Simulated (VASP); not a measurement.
Level of theory: PBE GGA, VASP's PBE PAW potentials (set 64) (plane waves; VASP).

A VASP calculation is set up with these files.

INCAR:
```
! general
SYSTEM =Tb
PREC   =Accurate
ENCUT  =400
LREAL  =.FALSE.
LASPH  =.TRUE.

! electronic loop
EDIFF  =1E-6   ! SCF stop (eV)
NELM   =100   ! most electronic steps
ALGO   =Normal   ! blocked Davidson
LMAXMIX=6   ! l cut-off of mixed one-centre charges

! smearing
ISMEAR =1   ! Methfessel-Paxton
SIGMA  =0.1   ! width (eV)

! functional
GGA    =PE

! ions
ISIF   =2   ! forces and stress, cell fixed

! output
LWAVE  =.FALSE.
LCHARG =.FALSE.
```

### POSCAR
```
Tb
11.60760
  0.1581722320  -0.2739623178   0.0000000000
  0.1581722320   0.2739623178   0.0000000000
  0.0000000000   0.0000000000   0.5000000000
Tb
2
Cartesian
  0.1581722320   0.0913209552   0.1250000000
  0.1581722320  -0.0913209552   0.3750000000
```

KPOINTS:
```
Automatic mesh
0
Monkhorst-Pack
10 10 6
0 0 0
```

POTCAR, in this order: Tb_3 (PBE.64 set). Program: vasp_std.

Question: What will the output report for the number of irreducible k-points (NKPTS), number of bands (NBANDS), largest plane-wave count, number of space-group operations, FFT grid (NGX, NGY, NGZ)?

Answer: 
| Item | Result |
|---|---|
| number of irreducible k-points (NKPTS) | 90 |
| number of bands (NBANDS) | 13 |
| largest plane-wave count | 1255 |
| number of space-group operations | 24 |
| FFT grid (NGX, NGY, NGZ) | 24 × 24 × 40 |

The compound is Tb in the hcp structure. The cell was not relaxed at this level. The run is one of a series of settings (KPOINTS 10×10×6 Monkhorst-Pack mesh against the base run), some of them coarse on purpose. The 4f electrons are frozen in the core of the lanthanide potential, so 4f levels, which can set the real gap, and their magnetism are missing.
